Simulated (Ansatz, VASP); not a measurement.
# SiBPC: VASP beside Ansatz

One calculation is typed for both programs; each brings its own data sets. How far apart do they land? The cell is generated by rule, not measured, and may not be a known phase. The cell is taken from a series of runs on this material, whose earlier steps may have relaxed, scaled, displaced or heated it; both programs get it as it stands.

Main program and level: Ansatz 0.2.0; plane waves, with VASP 6.6.1 beside it; relaxation of cell and atoms at PBEsol.

## Step 1: The starting structure

It takes space group Pmm2 (No. 25, orthorhombic). The conventional cell has a = 3.147 Å, b = 3.147 Å, c = 8.900 Å, α = 90.00°, β = 90.00°, γ = 90.00°. B has 2 C at 1.93 Å and 2 P at 1.93 Å nearest. Nearest to B lie 4 P at 1.93 Å. Nearest to C lie 4 Si at 1.93 Å. Nearest to C lie 2 Si at 1.93 Å and 2 B at 1.93 Å. Nearest to P lie 4 B at 1.93 Å. P has 2 Si at 1.93 Å and 2 B at 1.93 Å nearest. Farther neighbours are not listed.

## Step 2: VASP: relaxation of cell and atoms, PBEsol, pair 1

The relaxed volume is the usual yardstick between codes: in a stiff, nearly cubic crystal its relative difference is about their pressure difference at one cell divided by the bulk modulus.

Lines of VASP's logs that name or quote its potential files are left out, and so is its time.

File INCAR:

```
SYSTEM = SiBPC
PREC = Accurate
ENCUT = 600
EDIFF = 1E-07
NELM = 120
ISMEAR = 0
SIGMA = 0.1
LREAL = .FALSE.
ALGO = Normal
GGA = PS
NBANDS = 24
LORBIT = 11
LWAVE = .FALSE.
LCHARG = .FALSE.
ISIF = 3
IBRION = 2
NSW = 80
EDIFFG = -0.005
LASPH = .TRUE.
GGA_COMPAT = .FALSE.
NELMIN = 4
KPAR = 2
```

File POSCAR:

```
SiBPC
1.0
    2.2250000000      2.2250000000      0.0000000000
   -2.2250000000      2.2250000000      0.0000000000
    0.0000000000      0.0000000000      8.9000000000
B C P Si
2 2 2 2
Direct
    0.0000000000      0.0000000000      0.0000000000
    0.5000000000      0.5000000000      0.2500000000
    0.5000000000      0.0000000000      0.6250000000
    0.0000000000      0.5000000000      0.8750000000
    0.5000000000      0.0000000000      0.1250000000
    0.0000000000      0.5000000000      0.3750000000
    0.0000000000      0.0000000000      0.5000000000
    0.5000000000      0.5000000000      0.7500000000
```

File KPOINTS:

```
Automatic mesh
0
Gamma
6 6 2
0 0 0
```

The projector-augmented-wave data sets are B, C, P and Si (PBE family, release 64).

Run with:

```bash
> mpirun -np 2 vasp_std
```

Numbers of over 12 decimals in the logs are rounded to 6 here.

Output:

```text
[banner, memory and clock lines left out]
running    2 mpi-ranks, on    1 nodes
 distrk:  each k-point on    1 cores,    2 groups
 distr:  one band on    1 cores,    1 groups

 POSCAR found type information on POSCAR B C P Si
 POSCAR found :  4 types and       8 ions
|                                                                             |
|               ----> ADVICE to this user running VASP <----                  |
|                                                                             |
|     You enforced a specific xc type in the INCAR file but a different       |
|     [... a line on the potential file left out ...]
|     I HOPE YOU KNOW WHAT YOU ARE DOING!                                     |
|                                                                             |

 LDA part: xc-table for (Slater+PW92), standard interpolation
 POSCAR, INCAR and KPOINTS ok, starting setup
 FFT: planning ... GRIDC
 FFT: planning ... GRID_SOFT
 FFT: planning ... GRID
 WAVECAR not read
 entering main loop
       N       E                     dE             d eps       ncg     rms          rms(c)
DAV:   1     0.937876116699E+02    0.93788E+02   -0.15873E+04  1536   0.135E+03
DAV:   2    -0.514710793980E+02   -0.14526E+03   -0.13529E+03  2024   0.211E+02
DAV:   3    -0.590235262698E+02   -0.75524E+01   -0.74584E+01  2056   0.460E+01
DAV:   4    -0.591353304436E+02   -0.11180E+00   -0.11168E+00  1872   0.633E+00
DAV:   5    -0.591376875656E+02   -0.23571E-02   -0.23566E-02  2032   0.861E-01    0.158E+01
DAV:   6    -0.554037029909E+02    0.37340E+01   -0.81074E+00  1904   0.160E+01    0.905E+00
DAV:   7    -0.551545368247E+02    0.24917E+00   -0.22773E+00  1952   0.780E+00    0.350E+00
DAV:   8    -0.550922850007E+02    0.62252E-01   -0.16968E-01  1848   0.243E+00    0.109E+00
DAV:   9    -0.550880014054E+02    0.42836E-02   -0.32251E-02  2024   0.116E+00    0.372E-01
DAV:  10    -0.550881307842E+02   -0.12938E-03   -0.26303E-03  1856   0.319E-01    0.170E-01
DAV:  11    -0.550880751085E+02    0.55676E-04   -0.47674E-04  2000   0.122E-01    0.565E-02
DAV:  12    -0.550880791024E+02   -0.39939E-05   -0.92060E-05  2104   0.572E-02    0.258E-02
DAV:  13    -0.550880797417E+02   -0.63933E-06   -0.12898E-05  1856   0.200E-02    0.148E-02
DAV:  14    -0.550880806009E+02   -0.85923E-06   -0.26458E-06  1960   0.955E-03    0.223E-03
DAV:  15    -0.550880805327E+02    0.68201E-07   -0.15460E-07  1352   0.236E-03
   1 F= -.55088081E+02 E0= -.55086926E+02  d E =-.550881E+02
[... from here on, the cycles between the ionic steps are left out ...]
   2 F= -.53788332E+02 E0= -.53784903E+02  d E =0.129975E+01
   6 F= -.57368463E+02 E0= -.57367637E+02  d E =-.601256E+00
   7 F= -.57490796E+02 E0= -.57489810E+02  d E =-.122333E+00
   8 F= -.57497956E+02 E0= -.57497007E+02  d E =-.129493E+00
   9 F= -.57510182E+02 E0= -.57509054E+02  d E =-.122255E-01
  10 F= -.57510776E+02 E0= -.57509676E+02  d E =-.128196E-01
  11 F= -.57511508E+02 E0= -.57510502E+02  d E =-.731773E-03
  12 F= -.57511706E+02 E0= -.57510662E+02  d E =-.930298E-03
  13 F= -.57511790E+02 E0= -.57510749E+02  d E =-.835622E-04
  14 F= -.57511790E+02 E0= -.57510749E+02  d E =-.838703E-04
  15 F= -.57511797E+02 E0= -.57510759E+02  d E =-.735671E-05
 trial-energy change:   -0.000007  1 .order   -0.000008   -0.000018    0.000002
 step:   0.7206(harm=  0.7313)  dis= 0.00044  next Energy=   -57.511798 (dE=-0.748E-05)
 bond charge predicted
       N       E                     dE             d eps       ncg     rms          rms(c)
DAV:   1    -0.575117974681E+02    0.14420E-07   -0.15847E-05  1536   0.248E-02    0.133E-03
DAV:   2    -0.575117974827E+02   -0.14595E-07   -0.26567E-07  1824   0.310E-03    0.833E-04
DAV:   3    -0.575117974860E+02   -0.33001E-08   -0.17495E-08   896   0.895E-04    0.416E-04
DAV:   4    -0.575117974976E+02   -0.11590E-07   -0.72005E-09   784   0.485E-04
  16 F= -.57511797E+02 E0= -.57510759E+02  d E =-.745377E-05
 curvature:  -0.40 expect dE=-0.150E-05 dE for cont linesearch -0.248E-08
 trial: gam= 0.15558 g(F)=  0.353E-05 g(S)=  0.235E-06 ort = 0.385E-06 (trialstep = 0.798E+00)
 search vector abs. value=  0.447E-05
 reached required accuracy - stopping structural energy minimisation
```

From OUTCAR (step 2):

```text
ion  position               nearest neighbor table
   1  0.000  0.000  0.000-   4 1.93   5 1.93   4 1.93   5 1.93
   2  0.500  0.500  0.250-   5 1.93   6 1.93   5 1.93   6 1.93
   3  0.500  0.000  0.625-   7 1.93   8 1.93   8 1.93   7 1.93
   4  0.000  0.500  0.875-   1 1.93   8 1.93   1 1.93   8 1.93
   5  0.500  0.000  0.125-   1 1.93   2 1.93   2 1.93   1 1.93
   6  0.000  0.500  0.375-   2 1.93   7 1.93   7 1.93   2 1.93
   7  0.000  0.000  0.500-   3 1.93   6 1.93   6 1.93   3 1.93   8 3.15   8 3.15   8 3.15   8 3.15

  LATTYP: Found a simple tetragonal cell.
 ALAT       =     3.1466251763
 C/A-ratio  =     2.8284271247

 Subroutine GETGRP returns: Found  4 space group operations
 (whereof  4 operations were pure point group operations)

The static configuration has the point symmetry C_2v.

 Found     32 irreducible k-points:

   k-points           NKPTS =     32   k-points in BZ     NKDIM =     32   number of bands    NBANDS=     24

   dimension x,y,z NGX =    28 NGY =   28 NGZ =   72
   dimension x,y,z NGXF=    56 NGYF=   56 NGZF=  144

   ENCUT  =  600.0 eV  44.10 Ry    6.64 a.u.   6.28  6.28 17.78*2*pi/ulx,y,z

   NELECT =      32.0000    total number of electrons

 k-points in reciprocal lattice and weights: Automatic mesh
   0.00000000  0.00000000  0.00000000       0.014
   0.16666667  0.00000000  0.00000000       0.028
   0.00000000  0.16666667  0.00000000       0.028
   0.33333333  0.00000000  0.00000000       0.028
   0.00000000  0.33333333  0.00000000       0.028
   0.50000000  0.00000000  0.00000000       0.014
   0.00000000  0.50000000  0.00000000       0.014
   0.16666667  0.16666667  0.00000000       0.056
   0.33333333  0.16666667  0.00000000       0.056
[...]
-0.33333333  0.50000000  0.50000000       0.028
   0.50000000  0.50000000  0.50000000       0.014

 average (electrostatic) potential at core
       1 -24.1117       2 -24.3934       3 -46.4053       4 -45.7358       5 -80.0748
       6 -80.6874       7 -81.5416       8 -80.8725

 E-fermi :   8.3327

 k-point     1 :       0.0000    0.0000    0.0000
  band No.  band energies     occupation
    ...
     12       5.2264      2.00000
     13       5.4966      2.00000
     14       7.9648      2.00000
     15       8.2650      1.66099
     16       8.2918      1.43612
     17       8.8678      0.00000
     18       9.6566      0.00000
     19      10.4020      0.00000
     20      10.7162      0.00000
     21      11.6745      0.00000
    ...

 k-point     2 :       0.1667    0.0000    0.0000
  band No.  band energies     occupation
    ...
     12       5.3425      2.00000
     13       5.6952      2.00000
     14       6.7506      2.00000
     15       7.2545      2.00000
     16       8.1638      1.98304
     17       9.5771      0.00000
     18      10.9995      0.00000
     19      11.4655      0.00000
     20      11.9089      0.00000
     21      12.1553      0.00000
    ...

 k-point     3 :       0.0000    0.1667    0.0000
  band No.  band energies     occupation
    ...
     12       5.4224      2.00000
     13       5.4241      2.00000
     14       6.3415      2.00000
     15       7.1998      2.00000
     16       8.1445      1.99222
     17       9.5568      0.00000
     18      10.8611      0.00000
     19      11.4364      0.00000
     20      11.9117      0.00000
     21      12.4058      0.00000
    ...

  Total       -0.0035963     -0.0035963     -0.0034757      0.0007319      0.0000000      0.0000000
  in kB       -0.0647621     -0.0647621     -0.0625906      0.0131808      0.0000000      0.0000000
  external PRESSURE =      -0.0640382 kB  Pullay stress =       0.0000000 kB

  energy-cutoff  :      600.00
  volume of cell :       88.97
      direct lattice vectors                 reciprocal lattice vectors
     2.230379013  2.230379013  0.000000000     0.224177145  0.224177145  0.000000000
    -2.228238555  2.228238555  0.000000000    -0.224392491  0.224392491  0.000000000
     0.000000000  0.000000000  8.951113850     0.000000000  0.000000000  0.111717940

 POSITION                                       TOTAL-FORCE (eV/Angst)
 -----------------------------------------------------------------------------------
      0.00000      0.00000      8.73768         0.000000      0.000000      0.001560
      0.00107      2.22931      2.09306         0.000000      0.000000     -0.004970
      1.11519      1.11519      5.75523         0.000000      0.000000      0.003072
     -1.11412      1.11412      7.89376        -0.000000     -0.000000     -0.002335
      1.11519      1.11519      0.95594         0.000000      0.000000     -0.000433
     -1.11412      1.11412      3.21274        -0.000000     -0.000000     -0.002763
      0.00000      0.00000      4.75208         0.000000      0.000000      0.001174
      0.00107      2.22931      6.87953        -0.000000     -0.000000      0.004695
 -----------------------------------------------------------------------------------
    total drift:                                0.000000     -0.000000      0.000013

  FREE ENERGIE OF THE ION-ELECTRON SYSTEM (eV)
  ---------------------------------------------------
  free  energy   TOTEN  =       -57.5117974976 eV

  energy  without entropy=      -57.5097197229  energy(sigma->0) =      -57.51075861

 reached required accuracy - stopping structural energy minimisation

 total charge
# of ion       s       p       d       tot
------------------------------------------
    1        0.638   1.176   0.000   1.814
    2        0.674   1.296   0.000   1.970
    3        0.835   1.662   0.000   2.497
    4        0.816   1.605   0.000   2.421
    5        0.996   1.593   0.000   2.590
    6        1.000   1.630   0.000   2.629
    7        0.725   0.983   0.000   1.708
    8        0.716   0.944   0.000   1.660
--------------------------------------------------
tot          6.401  10.888   0.000  17.289

[... 3 further parts left out ...]
```

The gap is under twice the smearing width, so the edge states are partly filled and the run can't tell a small gap from a semimetal. The run keeps the 4 symmetry operations of its start, so it cannot find a distortion of lower symmetry.

(Continued in part 2 of 3.)

[Lines on the potential files, build, host, timing and source positions are cut from VASP's logs without a mark.]

[Logs are printed without paths, hosts, clocks, repeated set-up lines and the standing remarks that a program may print on its own settings, such as how far it seeks lower states.]

[Hosts, paths, dates, database ids (printed as entryN), source tags and the programs' standing remarks are cut or masked in the printed files.]
